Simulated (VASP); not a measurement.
The system is NaF (Villiaumite).

```
Na F
1.0
     0.00000    2.32000    2.32000
     2.32000    0.00000    2.32000
     2.32000    2.32000    0.00000
Na F
1 1
Direct
  0.00000 0.00000 0.00000
  0.50000 0.50000 0.50000
```

- Program: VASP 6.6.1
- Task: relaxation of cell and atoms
- Functional: LDA
- Potentials or basis: VASP PAW LDA potentials, release 64 (Na_pv, F)
- Cutoff: 600 eV
- k mesh: 10 × 10 × 10
- Occupations: gaussian, width 0.03 eV
- Spin: no spin polarisation

At the start: pressure -4.7 GPa; volume 12.49 Å³/atom.

Problem. How do energy, volume and symmetry change on relaxing?

Solution. Over 3 steps the energy falls by 17.9 meV/atom and the volume is 11.38 Å³/atom (-8.9 %); space group Fm-3m (No. 225, to 0.05 Å).

Step by step:
| step | energy change (eV) | largest force (eV/Å) | pressure (GPa) | volume (Å³) |
| --- | --- | --- | --- | --- |
| 1 | 0.0000 | 0.0000 | -4.71 | 24.97 |
| 2 | -0.0288 | 0.0000 | -2.29 | 23.67 |
| 3 | -0.0358 | 0.0000 | -0.08 | 22.75 |

Final structure:
```yaml
crystal:
  lattice:
    - [0.00000, 2.24909, 2.24909]
    - [2.24909, 0.00000, 2.24909]
    - [2.24909, 2.24909, 0.00000]
  atoms:
    - { symbol: Na, position: [0.00000, 0.00000, 0.00000] }
    - { symbol: F, position: [0.50000, 0.50000, 0.50000] }
```
